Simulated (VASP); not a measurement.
# FeSi11C12 (a cell with a defect) in VASP: notebook, part 2 of 2

VASP 6.6.1. Earlier steps stand in the parts before.

## (3) Single point, PBEsol+U, collinear spin, ferromagnetic start

INCAR

```
PREC = Accurate ; ENCUT = 450
EDIFF = 1E-5 ; ISMEAR = 0
SIGMA = 0.03 ; LREAL = Auto
LASPH = True ; NELM = 120
ALGO = Normal ; ISIF = 2
LWAVE = False ; LCHARG = False
ISPIN = 2 ; MAGMOM = 1 0 0 0 0 0 0 0 0 0 0 0 0 0 0 0 0 0 0 0 0 0 0 0
LORBIT = 11 ; LMAXMIX = 4
LDAU = True ; LDAUTYPE = 2
LDAUL = 2 -1 -1 ; LDAUU = 4 0 0
LDAUJ = 0 0 0 ; LDAUPRINT = 1
GGA = PS ; NELECT = 101.0
ISYM = 0
```

KPOINTS

```
regular mesh
0
Gamma
  2 3 3
```

POSCAR

```
FeSi11C12                               
1.0
    0.0000000000      6.5370000000      6.5370000000
    4.3580000000      0.0000000000      4.3580000000
    4.3580000000      4.3580000000      0.0000000000
  Fe              Si              C             
     1    11    12
Direct
     0.0014426982736218    0.9999674175892752    0.9996701543957998
     0.0002501479209891    0.0006558600684575    0.4993506969070062
     0.0002740497150699    0.4991155603079518    0.0003934854087505
     0.0004546111192604    0.4993240942277991    0.4989638586073171
     0.3308759468095820    0.0020793962012043    0.0021777927475645
     0.3322824080490621    0.0016360398121468    0.5002346043988238
     0.3323566674867452    0.5001527713195035    0.0014288981992517
     0.3322889740247392    0.5008588571771860    0.5007691124405781
     0.6691918106744846    0.0004835151855716    0.9991698012097605
     0.6667501266784950    0.0022030050034965    0.4973455438815899
     0.6667257552931043    0.4988462358049062    0.0003032393509514
     0.6673761322287579    0.5002479504679544    0.4987638458389540
     0.0846063698479886    0.1286249265644555    0.1294230186430199
     0.0852925760525035    0.1277664406374054    0.6148557970433272
     0.0854721434505047    0.6149238173565778    0.1274983762192713
     0.0829091962669853    0.6252316738002629    0.6249949168388073
     0.4198567580295248    0.1234831983970744    0.1233971066500102
     0.4155965398179217    0.1257105184145418    0.6271267405299294
     0.4155830341517829    0.6271761025516286    0.1254707758680478
     0.4171961944337902    0.6251401037723358    0.6249011014358057
     0.7421088830809043    0.1302173165564293    0.1285232331829928
     0.7499728705826509    0.1255691894249829    0.6243210376163504
     0.7499449837039902    0.6254710851801376    0.1240629551183708
     0.7493061223075540    0.6265209241787161    0.6246179074677017
```

Potentials or basis: VASP PAW PBE potentials, release 64 (Fe, Si, C).

On the command line:

```sh
> cat potpaw_PBE.64/Fe/POTCAR potpaw_PBE.64/Si/POTCAR potpaw_PBE.64/C/POTCAR > POTCAR
> mpirun -np 1 vasp_std > vasp.out
```

Wall time 16 min (1 thread of Intel Xeon Platinum 8259CL at 2.50GHz (Skylake/Cascade Lake), shared host); peak memory 0.58 GiB.

It converged, with:

```yaml
Free_energy: -178.9493 eV
Largest_force: 0.902 eV/Å
Band_gap_on_the_k_mesh: none (metal or under the smearing width)
Net_moment: 4.88 μB per cell
Site_moments: Fe +3.69; Si +0.02, +0.01, +0.00; C +0.09, +0.08, +0.00, +0.04, +0.01, +0.06 μB
Valence_electrons_inside_the_program's_atomic_spheres: Fe 7.44; Si 1.70, 1.69; C 2.55, 2.54
```

Forces on the atoms (eV/Å):
```
Fe   0.040 -0.175 -0.193
Si  -0.027  0.018  0.226
Si  -0.006  0.251  0.033
Si  -0.240  0.017  0.031
Si   0.135 -0.047 -0.043
Si   0.040 -0.165 -0.049
Si   0.050 -0.054 -0.152
Si  -0.064  0.017  0.033
Si   0.144 -0.056 -0.076
Si   0.019 -0.074 -0.025
Si   0.046 -0.005 -0.085
Si   0.036 -0.027 -0.036
C    0.409  0.533  0.603
C   -0.485 -0.397  0.617
C   -0.499  0.579 -0.418
C    0.043 -0.029 -0.043
C   -0.096  0.003  0.004
C   -0.004  0.031 -0.001
C   -0.003  0.000  0.044
C   -0.004  0.001  0.008
C    0.495 -0.493 -0.513
C   -0.016  0.029  0.006
C   -0.009  0.023  0.031
C    0.000  0.022 -0.004
```

Levels at points of the mesh, in eV from the Fermi level:
Spin up:
| k point | band 51 | band 52 | band 53 | band 54 | band 55 | band 56 |
| --- | --- | --- | --- | --- | --- | --- |
| (0.00, 0.00, 0.00) | -0.53 | -0.04 | 0.05 | 0.60 | 1.33 | 1.38 |
| (0.50, 0.00, 0.00) | -1.24 | -0.15 | -0.05 | 0.47 | 0.65 | 1.35 |
Spin down:
```
           k point  band 45  band 46  band 47  band 48  band 49  band 50  band 51  band 52
(0.00, 0.00, 0.00)    -2.04    -1.56    -1.47    -1.47     0.04     0.88     0.99     1.21
(0.50, 0.00, 0.00)    -1.95    -1.91    -1.56    -1.54    -0.07     0.15     0.93     1.19
```

Eigenvalues of the final occupation matrices:
```
    site  spin  trace               eigenvalues
site 1 d     1   4.83  0.96 0.96 0.97 0.97 0.97
site 1 d     2   1.34  0.07 0.07 0.40 0.40 0.41
```

Caveat: the k mesh is coarse (spacing up to 0.42 Å⁻¹), so the values aren't converged; the cell is charged against a uniform background, so pressure and absolute levels hang on convention; the cutoff is under 1.25 times the usual one of these potentials, so pressure, stress and relaxed cells hold a basis-set (Pulay) error; the PAW data sets were made with another functional, which shifts forces and pressure a little; the U is typed as a test and isn't derived for this compound. The state reached can hang on the start; a lower one may exist.

## (4) Single point, PBEsol+U, collinear spin, ferromagnetic start

INCAR

```
PREC = Accurate ; ENCUT = 450
EDIFF = 1E-5 ; ISMEAR = 0
SIGMA = 0.03 ; LREAL = Auto
LASPH = True ; NELM = 120
ALGO = Normal ; ISIF = 2
LWAVE = False ; LCHARG = False
ISPIN = 2 ; MAGMOM = 1 0 0 0 0 0 0 0 0 0 0 0 0 0 0 0 0 0 0 0 0 0 0 0
LORBIT = 11 ; NUPDOWN = 1
LMAXMIX = 4 ; LDAU = True
LDAUTYPE = 2 ; LDAUL = 2 -1 -1
LDAUU = 6 0 0 ; LDAUJ = 0 0 0
LDAUPRINT = 1 ; GGA = PS
NELECT = 101.0 ; ISYM = 0
```

KPOINTS is that of step 3.

POSCAR is that of step 3.

Potentials or basis: VASP PAW PBE potentials, release 64 (Fe, Si, C).

On the command line:

```sh
> cat potpaw_PBE.64/Fe/POTCAR potpaw_PBE.64/Si/POTCAR potpaw_PBE.64/C/POTCAR > POTCAR
> mpirun -np 1 vasp_std > vasp.out
```

OUTCAR:

```text
PREC = Accurate
   ENCUT = 450
   EDIFF = 1E-5
   ISMEAR = 0
   LREAL = Auto
   LASPH = True
   NELM = 120
   ISIF = 2
   ISPIN = 2
   LORBIT = 11
   NUPDOWN = 1
   GGA = PS
   NELECT = 101.0
   ISYM = 0

 ion  position               nearest neighbor table
   1  0.001  1.000  1.000-  13 1.93  14 1.94  15 1.94  21 1.96   5 3.06   6 3.07   7 3.07   9 3.07
                             3 3.07   2 3.08  10 3.08   4 3.08   4 3.08  11 3.08   2 3.09   3 3.09
   2  0.000  0.001  0.499-  13 1.86  14 1.86  22 1.89  16 1.89   5 3.06   9 3.07   4 3.07   3 3.07
                             8 3.07   6 3.08   1 3.08  12 3.08  10 3.08   1 3.09   3 3.09   4 3.09
   3  0.000  0.499  0.000-  13 1.86  15 1.87  16 1.89  23 1.89   5 3.06   1 3.07   2 3.07   4 3.07
                             8 3.07  12 3.07   9 3.08   7 3.08  11 3.08   4 3.09   2 3.09   1 3.09
   4  0.000  0.499  0.499-  15 1.87  14 1.87  16 1.89  24 1.90   7 3.07   6 3.07   2 3.07   3 3.07
                            12 3.08   8 3.08   1 3.08   1 3.08  11 3.09   3 3.09   2 3.09  10 3.09
   5  0.331  0.002  0.002-  13 1.86  19 1.89  18 1.89  17 1.89   1 3.06   3 3.06   2 3.06   7 3.07
                             6 3.07   8 3.08   8 3.08   6 3.09   7 3.09  11 3.10  10 3.11   9 3.11
   6  0.332  0.002  0.500-  14 1.86  18 1.89  20 1.89  17 1.90   4 3.07   1 3.07   7 3.07   5 3.07
                             2 3.08   8 3.08   8 3.08  10 3.08   5 3.09   7 3.09  12 3.09   9 3.10
   7  0.332  0.500  0.001-  15 1.86  19 1.89  20 1.89  17 1.90   4 3.07   1 3.07   6 3.07   5 3.07
                             3 3.08   8 3.08  11 3.08   8 3.08   5 3.09   6 3.09   9 3.10  12 3.10
   8  0.332  0.501  0.501-  16 1.88  18 1.89  19 1.89  20 1.89   3 3.07   2 3.07   4 3.08   6 3.08
                             7 3.08   5 3.08   5 3.08  10 3.08   7 3.08   6 3.08  11 3.09  12 3.09
   9  0.669  0.000  0.999-  21 1.86  17 1.88  22 1.89  23 1.89  11 3.06  10 3.06   2 3.07   1 3.07
[... 5 lines left out ...]
  12  0.667  0.500  0.499-  22 1.89  23 1.89  24 1.89  20 1.89   3 3.07  10 3.08   4 3.08   2 3.08
                            11 3.08   9 3.08   9 3.08  11 3.08  10 3.09   8 3.09   6 3.09   7 3.10
  13  0.085  0.129  0.129-   5 1.86   2 1.86   3 1.86   1 1.93
  14  0.085  0.128  0.615-   2 1.86   6 1.86   4 1.87   1 1.94
  15  0.085  0.615  0.127-   7 1.86   3 1.87   4 1.87   1 1.94
[... 894 lines left out ...]
      5      -4.0969      1.00000
      6      -3.9901      1.00000
[... 639 lines left out ...]
     61      13.7382      0.00000
     62      13.8318      0.00000
 [bands above 62 left out]

------------------------ aborting loop because EDIFF is reached ----------------------------------------

  FORCE on cell =-STRESS in cart. coord.  units (eV):
  Direction    XX          YY          ZZ          XY          YZ          ZX
  --------------------------------------------------------------------------------------
  -------------------------------------------------------------------------------------
  Total       15.3102561     14.9835805     14.8940119     -0.4238562      0.5910659     -0.4348727
  in kB       98.7893447     96.6814724     96.1035315     -2.7349295      3.8138495     -2.8060140
  external PRESSURE =      97.1914495 kB  Pullay stress =       0.0000000 kB

 VOLUME and BASIS-vectors are now :
 -----------------------------------------------------------------------------
  energy-cutoff  :      450.00
  volume of cell :      248.30
      direct lattice vectors                 reciprocal lattice vectors
     0.000000000  6.537000000  6.537000000    -0.076487685  0.076487685  0.076487685
     4.358000000  0.000000000  4.358000000     0.114731528 -0.114731528  0.114731528
     4.358000000  4.358000000  0.000000000     0.114731528  0.114731528 -0.114731528

 POSITION                                       TOTAL-FORCE (eV/Angst)
 -----------------------------------------------------------------------------------
      8.71442      4.36599      4.36729         0.109449     -0.003870     -0.023967
      2.17903      2.17781      0.00449         0.003013     -0.012994      0.047332
      2.17686      0.00351      2.17694         0.023225      0.073219      0.001365
      4.35054      2.17746      2.17903        -0.090761     -0.010276      0.004353
      0.01855      2.17243      2.17200         0.063849     -0.019026     -0.014802
      2.18715      4.35215      2.17926        -0.001748     -0.123151      0.014076
[... 16 lines left out ...]
      3.26647      5.44306      7.62819        -0.005102      0.011508      0.020255
      5.45246      7.62030      7.62859        -0.007033      0.018128     -0.006617
 -----------------------------------------------------------------------------------
    total drift:                               -0.008231      0.001336      0.000669

  FREE ENERGIE OF THE ION-ELECTRON SYSTEM (eV)
  ---------------------------------------------------
  free  energy   TOTEN  =      -176.7862956112 eV

  energy  without entropy=     -176.7862448235  energy(sigma->0) =     -176.78627022

 total charge

# of ion       s       p       d       tot
------------------------------------------
    1        0.528   0.638   6.502   7.668
    2        0.715   0.992   0.000   1.707
    3        0.715   0.990   0.000   1.705
    4        0.713   0.983   0.000   1.696
    5        0.715   0.989   0.000   1.704
    6        0.713   0.983   0.000   1.697
[... 16 lines left out ...]
   23        0.836   1.710   0.000   2.547
   24        0.836   1.706   0.000   2.542
--------------------------------------------------
tot         18.486  31.853   6.502  56.842

 magnetization (x)

# of ion       s       p       d       tot
------------------------------------------
    1        0.014  -0.024   1.537   1.526
    2        0.002   0.001   0.000   0.003
    3        0.002   0.000   0.000   0.003
    4        0.006   0.008   0.000   0.013
    5       -0.003  -0.005   0.000  -0.008
    6        0.001   0.003   0.000   0.004
[... 16 lines left out ...]
   23        0.000  -0.002   0.000  -0.002
   24       -0.000  -0.000   0.000  -0.000
--------------------------------------------------
tot          0.002  -0.386   1.537   1.153
```

OSZICAR:

```text
N       E                     dE             d eps       ncg     rms          rms(c)
DAV:   1     0.480325636667E+03    0.48033E+03   -0.41316E+04  2560   0.130E+03
DAV:   2    -0.141275847053E+03   -0.62160E+03   -0.59209E+03  3056   0.279E+02
DAV:   3    -0.197821349292E+03   -0.56546E+02   -0.55411E+02  3176   0.881E+01
[... 27 lines left out ...]
DAV:  31    -0.176786184776E+03   -0.71237E-04   -0.80260E-04  3504   0.139E-01    0.132E-02
DAV:  32    -0.176786237681E+03   -0.52905E-04   -0.89616E-04  3480   0.153E-01    0.120E-02
DAV:  33    -0.176786271729E+03   -0.34048E-04   -0.69671E-04  3464   0.135E-01    0.112E-02
DAV:  34    -0.176786288552E+03   -0.16823E-04   -0.30988E-04  2984   0.880E-02    0.952E-03
DAV:  35    -0.176786295611E+03   -0.70596E-05   -0.68280E-05  2624   0.411E-02
   1 F= -.17678630E+03 E0= -.17678627E+03  d E =-.507876E-04  mag=     1.0000
```

stdout:

```text
POSCAR found type information on POSCAR FeSiC
 POSCAR found :  3 types and      24 ions
 scaLAPACK will be used
 -----------------------------------------------------------------------------
|                                                                             |
|                                                                             |
|     You enforced a specific xc type in the INCAR file but a different       |
|     I HOPE YOU KNOW WHAT YOU ARE DOING!                                     |
|                                                                             |
 -----------------------------------------------------------------------------

 LDA part: xc-table for (Slater+PW92), standard interpolation
 POSCAR, INCAR and KPOINTS ok, starting setup
 FFT: planning ... GRIDC
 FFT: planning ... GRID_SOFT
 FFT: planning ... GRID
 WAVECAR not read
 entering main loop
 the old and the new charge density differ
 old charge density:   100.00000 new  101.00000
    0.407E+01
```

It took 31 min on 1 thread of Intel Xeon Platinum 8259CL at 2.50GHz (Skylake/Cascade Lake), shared host; peak memory 0.58 GiB.

Results:

| Item | Value |
| --- | --- |
| Free energy | -176.7863 eV |
| Largest force | 0.631 eV/Å |
| Net moment | 1.00 μB per cell |
| Site moments | Fe +1.53; Si +0.00, +0.01, -0.01; C -0.12, -0.10, -0.00, -0.02, -0.01, -0.05 μB |
| Valence electrons inside the program's atomic spheres | Fe 7.67; Si 1.71, 1.70; C 2.53, 2.55, 2.54 |

Forces in eV/Å, atoms in the order of the input:
```
Fe   0.109 -0.004 -0.024
Si   0.003 -0.013  0.047
Si   0.023  0.073  0.001
Si  -0.091 -0.010  0.004
Si   0.064 -0.019 -0.015
Si  -0.002 -0.123  0.014
Si   0.009  0.009 -0.110
Si  -0.028 -0.018 -0.002
Si   0.194  0.013 -0.007
Si  -0.112 -0.127  0.052
Si  -0.084  0.072 -0.137
Si   0.023  0.020  0.011
C    0.270  0.325  0.390
C   -0.340 -0.314  0.429
C   -0.351  0.394 -0.327
C    0.000  0.011 -0.004
C   -0.121  0.012  0.014
C    0.054  0.025 -0.051
C    0.052 -0.051  0.038
C   -0.025 -0.004  0.003
C    0.376 -0.318 -0.336
C   -0.012  0.017 -0.005
C   -0.005  0.012  0.020
C   -0.007  0.018 -0.007
```

Eigenvalues of the final occupation matrices:
```
    site  spin  trace               eigenvalues
site 1 d     1   4.04  0.38 0.86 0.88 0.96 0.96
site 1 d     2   2.50  0.15 0.22 0.23 0.95 0.95
```

Caveat: the k mesh is coarse (spacing up to 0.42 Å⁻¹), so the values aren't converged; the cell is charged against a uniform background, so pressure and absolute levels hang on convention; the cutoff is under 1.25 times the usual one of these potentials, so pressure, stress and relaxed cells hold a basis-set (Pulay) error; the PAW data sets were made with another functional, which shifts forces and pressure a little; the total moment is fixed, so each spin has its own Fermi level; the U is typed as a test and isn't derived for this compound. The state reached can hang on the start; a lower one may exist.

## (5) The runs side by side

| task | U | fixed moment (μB) | cell | moment (μB) | largest force (eV/Å) |
| --- | --- | --- | --- | --- | --- |
| relaxation of the atoms | Fe d U = 4 eV | 1 | atoms relaxed from: atoms moved at random, drawn with an rms of 0.05 Å | 1.00 | 0.02 |
| single point | Fe d U = 4 eV | - | as given | 4.88 | 0.90 |
| single point | Fe d U = 6 eV | 1 | as given | 1.00 | 0.63 |

Alike in all rows: level PBEsol+U; potentials or basis VASP PAW PBE potentials, release 64 (Fe, Si, C); spin collinear, ferromagnetic start; k mesh 2 × 3 × 3; cutoff (eV) 450; smearing gaussian 0.03 eV; the mesh is coarse, so values aren't converged.

Caveats: all runs use coarse meshes; the cell is charged against a uniform background, so pressure and absolute levels hang on convention; the cutoff is under 1.25 times the usual one of these potentials, so pressure, stress and relaxed cells hold a basis-set (Pulay) error; the PAW data sets were made with another functional, which shifts forces and pressure a little; the U is typed as a test and isn't derived for this compound; the total moment is fixed, so each spin has its own Fermi level (some runs).

Absolute energies hang on the potentials; compare differences alone.
